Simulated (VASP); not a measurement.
RuSe:

```xyz
2
Lattice="0.0000 2.9063 2.9063 2.9063 0.0000 2.9063 2.9063 2.9063 0.0000" Properties=species:S:1:pos:R:3 pbc="T T T"
Ru    0.0000    0.0000    0.0000
Se    1.4532    1.4532    1.4532
```

The cell comes from a database or a generator and needn't be the stable form of this composition.

Base run:

* Program: VASP 6.6.1
* Functional: r2SCAN
* Potentials or basis: VASP PAW PBE potentials, release 64 (Ru_pv, Se)
* Cutoff: 520 eV
* k mesh: 6 × 6 × 6
* Occupations: gaussian, width 0.05 eV
* Spin: collinear spin, ferromagnetic start
* Starting moments: [1.0, 0.0] μB
* Hubbard terms: Ru d U = 5 eV

Its results: band gap on the k mesh none (metal or under the smearing width); pressure 2.1 GPa; net moment 2.00 μB per cell; site moments Ru +2.09; Se -0.25 μB.

Q: The run is repeated on the same cell with these changes: hubbard terms from Ru d U = 5 eV to Ru d U = 3 eV; further incar settings from ALGO = Normal; EDIFF = 1e-07; NBANDS = 21 to ALGO = Normal; EDIFF = 1e-06. What comes out?

A: Band gap on the k mesh none (metal or under the smearing width); pressure -1.3 GPa; net moment 2.00 μB per cell; site moments Ru +1.93; Se -0.14 μB.

Caveats: the PAW data sets were made with another functional, which shifts forces and pressure a little.

Not every run made on this cell is shown here.
